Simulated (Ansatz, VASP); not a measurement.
**Cross-check of BaZrO3 between VASP and Ansatz**

Aim: how closely do two programs agree when they are given the same cell, functional and k mesh? The cell is taken from a series of runs on this material, whose earlier steps may have relaxed or scaled it; both programs get it as it stands.

Program: Ansatz 0.2.0. Level of theory: plane waves, with VASP 6.6.1 beside it; single point at r2SCAN. Results are calculated unless marked as measured.

**1. The starting structure**

It takes space group Pm-3m (No. 221, cubic). The conventional cell has a = 4.191 Å, b = 4.191 Å, c = 4.191 Å, α = 90.00°, β = 90.00°, γ = 90.00°. Ba has 12 O at 2.96 Å nearest. Nearest to Zr lie 6 O at 2.10 Å. Nearest to O lie 2 Zr at 2.10 Å and 4 Ba at 2.96 Å. Farther neighbours and most contacts between anions are not listed.

Coordinates:

```cif
data_structure
_symmetry_space_group_name_H-M 'P 1'
_symmetry_Int_Tables_number 1
_cell_length_a 4.1913
_cell_length_b 4.1913
_cell_length_c 4.1913
_cell_angle_alpha 90.000
_cell_angle_beta 90.000
_cell_angle_gamma 90.000
_cell_volume 73.63
loop_
_atom_site_label
_atom_site_type_symbol
_atom_site_fract_x
_atom_site_fract_y
_atom_site_fract_z
_atom_site_occupancy
Ba1 Ba 0.00000 0.00000 0.00000 1
Zr2 Zr 0.50000 0.50000 0.50000 1
O3 O 0.00000 0.50000 0.50000 1
O4 O 0.50000 0.00000 0.50000 1
O5 O 0.50000 0.50000 0.00000 1
```

**2. VASP: single point, r2SCAN**

With cell and atoms fixed, the geometry can't cause a difference; cores, projectors, grids and the points listed under the comparison can.

Lines of VASP's logs that name or quote its potential files are left out, and so is its time.

INCAR reads:

```
SYSTEM = BaZrO3
PREC = Accurate
ENCUT = 670
EDIFF = 1E-06
NELM = 100
ISMEAR = 0
SIGMA = 0.01
LREAL = .FALSE.
ALGO = Normal
METAGGA = R2SCAN
LASPH = .TRUE.
NBANDS = 26
LORBIT = 11
LWAVE = .FALSE.
LCHARG = .FALSE.
KPAR = 2
ISIF = 2
```

POSCAR reads:

```
BaZrO3
1.0
    4.1913400000      0.0000000000      0.0000000000
    0.0000000000      4.1913400000      0.0000000000
    0.0000000000      0.0000000000      4.1913400000
Ba Zr O
1 1 3
Direct
    0.0000000000      0.0000000000      0.0000000000
    0.5000000000      0.5000000000      0.5000000000
    0.0000000000      0.5000000000      0.5000000000
    0.5000000000      0.0000000000      0.5000000000
    0.5000000000      0.5000000000      0.0000000000
```

KPOINTS reads:

```
Automatic mesh
0
Gamma
6 6 6
0 0 0
```

The projector-augmented-wave data sets are Ba_sv_GW, Zr_sv_GW and O_GW (PBE family, release 64).

Run with:

```console
mpirun -np 2 vasp_std
```

Numbers of over 12 decimals in the logs are rounded to 6 here.

Log:

```text
[banner, memory and clock lines left out]
running    2 mpi-ranks, on    1 nodes
 distrk:  each k-point on    1 cores,    2 groups
 distr:  one band on    1 cores,    1 groups

 POSCAR found type information on POSCAR BaZrO
 POSCAR found :  3 types and       5 ions
|                                                                             |
|               ----> ADVICE to this user running VASP <----                  |
|                                                                             |
|     You enforced a specific xc type in the INCAR file but a different       |
|     [... a line on the potential file left out ...]
|     I HOPE YOU KNOW WHAT YOU ARE DOING!                                     |
|                                                                             |

 LDA part: xc-table for (None), standard interpolation
 POSCAR, INCAR and KPOINTS ok, starting setup
 FFT: planning ... GRIDC
 FFT: planning ... GRID_SOFT
 FFT: planning ... GRID
 WAVECAR not read
 entering main loop
       N       E                     dE             d eps       ncg     rms          rms(c)
DAV:   1     0.671907412752E+03    0.67191E+03   -0.21940E+04  1040   0.203E+03
DAV:   2     0.162712918867E+02   -0.65564E+03   -0.64361E+03  1544   0.761E+02
DAV:   3    -0.108148008425E+03   -0.12442E+03   -0.12188E+03  1724   0.320E+02
DAV:   4    -0.114340972504E+03   -0.61930E+01   -0.61512E+01  1790   0.916E+01
DAV:   5    -0.114486432821E+03   -0.14546E+00   -0.14456E+00  1654   0.126E+01    0.157E+01
DAV:   6    -0.877208138836E+02    0.26766E+02   -0.25016E+01  1594   0.495E+01    0.456E+00
DAV:   7    -0.884123262430E+02   -0.69151E+00   -0.77158E+00  1892   0.244E+01    0.442E+00
DAV:   8    -0.885125549439E+02   -0.10023E+00   -0.16674E+00  1542   0.157E+01    0.180E+00
DAV:   9    -0.884658015250E+02    0.46753E-01   -0.78046E-01  1806   0.807E+00    0.718E-01
DAV:  10    -0.884570735073E+02    0.87280E-02   -0.67277E-02  1566   0.319E+00    0.165E-01
DAV:  11    -0.884582748072E+02   -0.12013E-02   -0.78710E-03  1868   0.918E-01    0.109E-01
DAV:  12    -0.884581846234E+02    0.90184E-04   -0.11588E-03  1600   0.360E-01    0.193E-02
DAV:  13    -0.884581999146E+02   -0.15291E-04   -0.14334E-04  1888   0.115E-01    0.179E-02
DAV:  14    -0.884581996196E+02    0.29499E-06   -0.47753E-06  1416   0.265E-02
   1 F= -.88458200E+02 E0= -.88458200E+02  d E =-.262127E-26
```

From OUTCAR (step 2):

```text
ion  position               nearest neighbor table
   1  0.000  0.000  0.000-
   2  0.500  0.500  0.500-   3 2.10   4 2.10   5 2.10   5 2.10   4 2.10   3 2.10
   3  0.000  0.500  0.500-   2 2.10   2 2.10
   4  0.500  0.000  0.500-   2 2.10   2 2.10
   5  0.500  0.500  0.000-   2 2.10   2 2.10

  LATTYP: Found a simple cubic cell.
 ALAT       =     4.1913400000

 Subroutine GETGRP returns: Found 48 space group operations
 (whereof 48 operations were pure point group operations)

The static configuration has the point symmetry O_h .

 Found     20 irreducible k-points:

   k-points           NKPTS =     20   k-points in BZ     NKDIM =     20   number of bands    NBANDS=     26

   dimension x,y,z NGX =    36 NGY =   36 NGZ =   36
   dimension x,y,z NGXF=    72 NGYF=   72 NGZF=   72

   ENCUT  =  670.0 eV  49.24 Ry    7.02 a.u.   8.85  8.85  8.85*2*pi/ulx,y,z

   NELECT =      40.0000    total number of electrons

 k-points in reciprocal lattice and weights: Automatic mesh
   0.00000000  0.00000000  0.00000000       0.005
   0.16666667  0.00000000  0.00000000       0.028
   0.33333333  0.00000000  0.00000000       0.028
   0.50000000  0.00000000  0.00000000       0.014
   0.16666667  0.16666667  0.00000000       0.056
   0.33333333  0.16666667  0.00000000       0.111
   0.50000000  0.16666667  0.00000000       0.056
   0.33333333  0.33333333  0.00000000       0.056
   0.50000000  0.33333333  0.00000000       0.056
[...]
0.50000000  0.50000000  0.33333333       0.028
   0.50000000  0.50000000  0.50000000       0.005

 average (electrostatic) potential at core
       1 -85.3360       2-107.1803       3 -71.6209       4 -71.6209       5 -71.6209

 E-fermi :   4.9008

 k-point     1 :       0.0000    0.0000    0.0000
  band No.  band energies     occupation
    ...
     16       3.8018      2.00000
     17       3.8018      2.00000
     18       4.6072      2.00000
     19       4.6072      2.00000
     20       4.6072      2.00000
     21       8.5772      0.00000
     22       8.5772      0.00000
     23       8.5772      0.00000
     24      10.0855      0.00000
     25      10.0855      0.00000
    ...

 k-point     2 :       0.1667    0.0000    0.0000
  band No.  band energies     occupation
    ...
     16       3.5803      2.00000
     17       3.6288      2.00000
     18       3.9774      2.00000
     19       4.5201      2.00000
     20       4.5201      2.00000
     21       8.6586      0.00000
     22       9.1672      0.00000
     23       9.1672      0.00000
     24      10.5025      0.00000
     25      10.5292      0.00000
    ...

 k-point     3 :       0.3333    0.0000    0.0000
  band No.  band energies     occupation
    ...
     16       3.2388      2.00000
     17       3.3144      2.00000
     18       3.3213      2.00000
     19       4.4071      2.00000
     20       4.4071      2.00000
     21       8.8401      0.00000
     22      10.3743      0.00000
     23      10.3743      0.00000
     24      11.3820      0.00000
     25      11.5549      0.00000
    ...

  Total        0.5587864      0.5587864      0.5587864      0.0000000     -0.0000000     -0.0000000
  in kB       12.1589976     12.1589976     12.1589976      0.0000000     -0.0000000     -0.0000000
  external PRESSURE =      12.1589976 kB  Pullay stress =       0.0000000 kB

  energy-cutoff  :      670.00
  volume of cell :       73.63
      direct lattice vectors                 reciprocal lattice vectors
     4.191340000  0.000000000  0.000000000     0.238587182  0.000000000  0.000000000
     0.000000000  4.191340000  0.000000000     0.000000000  0.238587182  0.000000000
     0.000000000  0.000000000  4.191340000     0.000000000  0.000000000  0.238587182

 POSITION                                       TOTAL-FORCE (eV/Angst)
 -----------------------------------------------------------------------------------
      0.00000      0.00000      0.00000         0.000000      0.000000      0.000000
      2.09567      2.09567      2.09567         0.000000      0.000000      0.000000
      0.00000      2.09567      2.09567         0.000000      0.000000      0.000000
      2.09567      0.00000      2.09567         0.000000      0.000000      0.000000
      2.09567      2.09567      0.00000         0.000000      0.000000      0.000000
 -----------------------------------------------------------------------------------
    total drift:                                0.000000      0.000000      0.000000

  FREE ENERGIE OF THE ION-ELECTRON SYSTEM (eV)
  ---------------------------------------------------
  free  energy   TOTEN  =       -88.4581996196 eV

  energy  without entropy=      -88.4581996196  energy(sigma->0) =      -88.45819962

 total charge
# of ion       s       p       d       f       tot
--------------------------------------------------
    1        1.952   4.591   0.095   0.018   6.655
    2        1.808   5.724   0.858   0.052   8.442
    3        1.536   3.471   0.000   0.000   5.006
    4        1.536   3.471   0.000   0.000   5.006
    5        1.536   3.471   0.000   0.000   5.006
--------------------------------------------------
tot          8.366  20.727   0.952   0.070  30.116

[... 3 further parts left out ...]
```

The gap is read on the k-mesh alone, so it is an upper bound where the band edges lie off the mesh.

**3. Ansatz: single point, r2SCAN**

Ansatz runs on its default PAW (the set named soft_2) files.

The same cell, functional, mesh and smearing now go to Ansatz, which takes its cutoff from its data sets.

input.yaml reads:

```yaml
crystal:
  lattice:
    - [4.19134, 0.0, 0.0]
    - [0.0, 4.19134, 0.0]
    - [0.0, 0.0, 4.19134]
  atoms:
    - { symbol: Ba, position: [0.0, 0.0, 0.0] }
    - { symbol: Zr, position: [0.5, 0.5, 0.5] }
    - { symbol: O, position: [0.0, 0.5, 0.5] }
    - { symbol: O, position: [0.5, 0.0, 0.5] }
    - { symbol: O, position: [0.5, 0.5, 0.0] }
hamiltonian:
  xc: r2scan
  pseudopotentials: { kind: paw }
kpoints:
  mp_grid: { grid: [6, 6, 6] }
scf:
  occupations: { method: gaussian, width: 0.01 }
  n_extra_bands: 5
output:
  forces: true
  stress: true
  eigenvalues: true
```

Run with:

```console
ansatz run input.yaml --threads 2 --pin off --max-ram 4608MiB --backend cpu --events-out ev --progress --plain --runs-dir out
```

Log:

```text
scf.n_extra_bands = 5 over 20 filled bands (N_el = 40.0): the run solves 25 bands
Engine: ansatz 0.2.0, aarch64-unknown-linux-gnu
Pseudopotentials: kind: paw
Pseudopotential: Ba, paw, valence charge 10, recommended cutoff 500 eV (meta_gga), Ba.paw.azcp
Pseudopotential: Zr, paw, valence charge 12, recommended cutoff 500 eV (meta_gga), Zr.paw.azcp
Pseudopotential: O, paw, valence charge 6, recommended cutoff 500 eV (meta_gga), O.paw.azcp
Functional definition: r2SCAN
  parameter k0 = 0.174
  parameter k1 = 0.065
  parameter a1 = 4.9479
  exchange = r2scan_x(k0 = k0, k1 = k1, a1 = a1)
  correlation = r2scan_c
Crystal: 5 atoms, lattice volume = 73.631 Å³
Basis set: ecut = 500 eV, 1863 PW (Γ), exchange–correlation on 128×128×128 points (64 copies of the dense FFT grid, shifted against one another)
Bands: 25, of which v1, the nominal top of the filled ones, is band 20 counted from 1 (19 counted from 0)
Symmetry: 48 space group operations
Space group: Pm-3m (ITA 221), of the structure as read, at distance tolerance 4.2e-5 Å
k-points: 20 of 216
Non-local potential: Ba, projectors of the file, l = 0: 3, l = 1: 2, l = 2: 2, l = 3: 2
Non-local potential: Zr, projectors of the file, l = 0: 3, l = 1: 2, l = 2: 2, l = 3: 2
Non-local potential: O, projectors of the file, l = 0: 2, l = 1: 2, l = 2: 1
PAW form: soft (Blöchl's): semilocal exchange-correlation on the pseudo side does not see the compensation charge
PAW frozen core: Ba, regenerated for the run's functional (the file was generated under x = pbe(κ = 0.804, μ = 0.219515), c = pbe(β = 0.066725))
PAW frozen core: Zr, regenerated for the run's functional (the file was generated under x = pbe(κ = 0.804, μ = 0.219515), c = pbe(β = 0.066725))
PAW frozen core: O, regenerated for the run's functional (the file was generated under x = pbe(κ = 0.804, μ = 0.219515), c = pbe(β = 0.066725))
PAW one-centre angular grid: Ba, 302 points (default); XC on 160 Gauss nodes
PAW one-centre angular grid: Zr, 590 points (default); XC on 160 Gauss nodes
PAW one-centre angular grid: O, 302 points (default); XC on 160 Gauss nodes
Initial density: superposition of atomic densities (neutral atoms: chi_scale 0, normalization atom), corrected by the library's trained network
Initial wavefunctions: pseudopotential atomic-orbital guess
Functional: x = r2scan, c = r2scan; τ floored in thin density (d = 2e-4 eV/Å³)
SCF iter   1: F=—  HF=-11875.309225 eV  |F-HF|=—  |Δ(HF+E_count)|=         —  Δρ=1.17e-2  dr2=1.33e-1  dr2_τ=2.32e-1  ethr=1.77e-3  ⟨swp⟩=7.5  Hψ=2676  notcnv=0
preconditioner: auto → Resta (q_TF=auto, 2.464 Å⁻¹)  ε∞=3.4  [insulator: Δε(μ)=4.044 eV  Ē_g=17.184 eV  σ=0.010 eV  W_gap=1.00  n_scr=18 (ndim 8)  ℏωp=26.7 eV  f_vac=0.000  D(μ)=0.00/eV (n_scr^D=0)  ε∞_Penn≈3.4]
SCF iter   2: F=—  HF=-11875.421878 eV  |F-HF|=—  |Δ(HF+E_count)|=   1.13e-1  Δρ=5.71e-3  dr2=1.00e-2  dr2_τ=5.29e-3  ethr=3.31e-4  ⟨swp⟩=2.8  Hψ=1080  notcnv=0  defer=20
SCF iter   3: F=—  HF=-11875.420516 eV  |F-HF|=—  |Δ(HF+E_count)|=   1.36e-3  Δρ=2.35e-3  dr2=2.59e-3  dr2_τ=2.72e-4  ethr=2.50e-5  ⟨swp⟩=2.2  Hψ=960  notcnv=0  defer=20
SCF iter   4: F=—  HF=-11875.420049 eV  |F-HF|=—  |Δ(HF+E_count)|=   4.67e-4  Δρ=3.94e-4  dr2=6.01e-5  dr2_τ=1.23e-5  ethr=6.48e-6  ⟨swp⟩=3.0  Hψ=842  notcnv=0  defer=20
SCF iter   5: F=—  HF=-11875.420073 eV  |F-HF|=—  |Δ(HF+E_count)|=   2.39e-5  Δρ=8.43e-5  dr2=5.03e-6  dr2_τ=3.25e-7  ethr=1.50e-7  ⟨swp⟩=2.0  Hψ=792  notcnv=0  defer=20
SCF iter   6: F=—  HF=-11875.420074 eV  |F-HF|=—  |Δ(HF+E_count)|=   5.75e-7  Δρ=1.51e-5  dr2=1.64e-7  dr2_τ=2.09e-8  ethr=1.26e-8  ⟨swp⟩=2.0  Hψ=828  notcnv=0  defer=20
SCF iter   7: F=-11875.420074 eV  HF=-11875.420074 eV  |F-HF|=2.12e-9  |Δ(HF+E_count)|=   8.25e-9  Δρ=2.56e-6  dr2=5.31e-9  dr2_τ=4.47e-10  ethr=2.50e-10  ⟨swp⟩=9.8  Hψ=2303  notcnv=0
SCF 1 converged in 7 iterations: F = -11875.420074 eV  dr2 = 5.31e-9
  greatest PAW one-centre occupation: 0.991 electrons in one spin orbital (limit 2), on the Zr atom at site 1 (counted from 0), in its partial waves of l = 1
SCF converged after 7 iterations
Free energy (F): -11875.420074 eV
Harris-Foulkes:  -11875.420074 eV  (|F-HF|=2.12e-9)
Internal energy: -11875.420074 eV  (E = F + TS)
E sigma→0 (E₀):  -11875.420074 eV
Fermi energy:    11.400978 eV
--- Per-component energies (eV) ---
  E_band       = -120.253350
  E_kinetic    = 1036.561063
  E_local      = -1940.403743  (includes V_loc(G=0)·N_el)
  E_nonlocal   = 272.249129
  E_hartree    = 689.365656
  E_xc         = -538.524271
  E_vxc        = -683.257651  (∫ρ·V_xc dr)
  E_paw        = -8700.703892  (= ΣΔE_a)
  E_vpaw       = -224.430126  (= ΣTr[D̂ρ^β])
  E_aug_tail   = 0.003123  (compensation charges beyond the density's cutoff)
  E_vtau       = 40.291365  (kinetic-family band-sum trace: ∫τ·v_τ [+ j·A + Jᵃ·Aᵃ] dr)
  E_ewald      = -2693.776990
  E_core_change = -0.190148  (= ΣΔE_core)
  E_smearing   = -0.000000  (= −TS)
  E_closure    = 0.000000  (closes the sum)
  Σ components = -11875.420074   (vs F -11875.420074, Δ=0.00e0)
--- Forces (eV/Å), atoms counted from 1 ---
  atom   1  Ba    -0.00000000     0.00000000    -0.00000000
  atom   2  Zr     0.00000000     0.00000000    -0.00000000
  atom   3  O      0.00000000     0.00000000    -0.00000000
  atom   4  O      0.00000000    -0.00000000     0.00000000
  atom   5  O      0.00000000    -0.00000000    -0.00000000
  max |Σ_I F_I| component: 5.43e-29 eV/Å
--- Stress (GPa, compression-positive) ---
        1.633501      -0.000000       0.000000
        0.000000       1.633501       0.000000
        0.000000       0.000000       1.633501
  P = ⅓ Tr σ = 1.6335 GPa (16.335 kbar)
--- Band table (eV; the first three rows and the last of 20) ---
  k-point 0: bands = [... 16 lower, 8.4956, 9.3062, 9.3062, 9.3062, 13.2799, 13.2799, 13.2799, 14.7768, ... 1 higher]
  k-point 1: bands = [... 16 lower, 8.3224, 8.6736, 9.2197, 9.2197, 13.3615, 13.8687, 13.8687, 15.1932, ... 1 higher]
  k-point 2: bands = [... 16 lower, 8.0087, 8.0150, 9.1074, 9.1074, 13.5432, 15.0736, 15.0736, 16.0712, ... 1 higher]
  k-point 19: bands = [... 16 lower, 7.0104, 9.5221, 9.5221, 9.5221, 16.2235, 16.2235, 16.2235, 17.0728, ... 1 higher]
```

The run ends at a pressure of 1.63 GPa.

**4. Side by side**

Known differences besides the PAW data sets themselves: VASP keeps PBE cores, Ansatz makes them for the functional; the cutoff is 500 eV in Ansatz and 670 eV in VASP. Total energies have different zeros and are not compared.

The two programs side by side:

| quantity | Ansatz | VASP | difference |
| --- | --- | --- | --- |
| pressure (GPa) | 1.63 | 1.22 | +0.42 |
| gap on the k mesh (eV) | 3.758 | 3.748 | +0.009 |

Ansatz's pressure holds a Pulay correction of 0.07 GPa; VASP's holds none.

**5. Looking for the cause**

How far does this hang on the set-up? Further runs change one program's set-up at a time, as the table lists.

| run | difference in gap on the k mesh (eV) |
| --- | --- |
| as above | 0.0094 |
| VASP with the data sets Ba_sv, Zr_sv and O_h and a cutoff of 1230 eV | 0.043 |

**6. Results**

```yaml
difference_in_gap_on_the_k_mesh_single_point_r2scan: 0.0094 eV
```

What this shows: The difference in gap on the k mesh is 0.0094 eV (single point, r2SCAN), within the 0.08 eV picked in this series as the mark of a large difference. For single point, r2SCAN: no further run halves the difference in gap on the k mesh (one raises it to 0.043 eV). Differences of this kind measure data sets and numerical settings, not the functional's error against experiment.

[Lines on the potential files, build, host, timing and source positions are cut from VASP's logs without a mark.]

[Logs are printed without paths, hosts, clocks, repeated set-up lines and the standing remarks that a program may print on its own settings, such as how far it seeks lower states.]

[Hosts, paths, dates, database ids (printed as entryN), source tags and the programs' standing remarks are cut or masked in the printed files.]
